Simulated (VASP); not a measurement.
Write the native input for VASP 6.6.1 that does the following.

```yaml
Task: single point
Functional: r2SCAN
Potentials_or_basis: VASP PAW PBE potentials, release 64 (Na_pv, Al, O)
Cutoff: 520 eV
k_mesh: 6 × 6 × 4
Occupations: gaussian, width 0.03 eV
Spin: no spin polarisation
Further_INCAR_settings: ALGO = Normal; EDIFF = 1e-06
```

The structure of Na3AlO3 lies in POSCAR:

```
Na3AlO3                                 
1.0
    2.9378471823     -6.3897999592      0.1753428163
    2.9378471823      6.3897999592      0.1753428163
   -1.7311386715      0.0000000000      5.2453609808
  Na              Al              O             
     6     2     6
Direct
     0.7598127926953857    0.2401872073046141    0.5000000000000000
     0.2401872073046141    0.7598127926953857    0.5000000000000000
     0.2335739331837678    0.2335739331837678    0.4707555201542713
     0.7664260668162323    0.7664260668162323    0.5292444798457285
     0.6667814127846007    0.3332185872153992    0.0000000000000000
     0.3332185872153992    0.6667814127846007    0.0000000000000000
     0.0997368399907756    0.9002631600092248    0.0000000000000000
     0.9002631600092248    0.0997368399907756    0.0000000000000000
     0.9599232156383651    0.6265432385493803    0.7660515917642805
     0.3734567614506194    0.0400767843616348    0.2339484082357193
     0.8567743087027405    0.8567743087027405    0.1512247615863420
     0.6265432385493803    0.9599232156383651    0.7660515917642805
     0.0400767843616348    0.3734567614506194    0.2339484082357193
     0.1432256912972592    0.1432256912972592    0.8487752384136580
```

The cell was built by a generator and needn't be a form met in nature.

These files were run (other wordings do the same):

INCAR

```
PREC = Accurate
ENCUT = 520
EDIFF = 1E-6
ISMEAR = 0
SIGMA = 0.03
LREAL = False
LASPH = True
NELM = 150
ALGO = Normal
ISIF = 2
LWAVE = False
LCHARG = False
METAGGA = R2SCAN
LMIXTAU = True
KPAR = 8
```

KPOINTS

```
regular mesh
0
Gamma
  6 6 4
```

Potentials or basis: VASP PAW PBE potentials, release 64 (Na_pv, Al, O).

Run with:

```sh
$ cat potpaw_PBE.64/Na_pv/POTCAR potpaw_PBE.64/Al/POTCAR potpaw_PBE.64/O/POTCAR > POTCAR
$ mpirun -np 8 vasp_std > vasp.out
```

It gave:

```yaml
Pressure: -3.2 GPa
Largest_force: 0.383 eV/Å
Band_gap_on_the_k_mesh: 3.08 eV, indirect (least direct gap 3.12 eV)
```

Caveat: the PAW data sets were made with another functional, which shifts forces and pressure a little.

Wall time 5 min on 8 MPI ranks on AMD EPYC 9R45 96-Core Processor (Zen 5), with other jobs on the host, peak memory 0.62 GiB a rank.
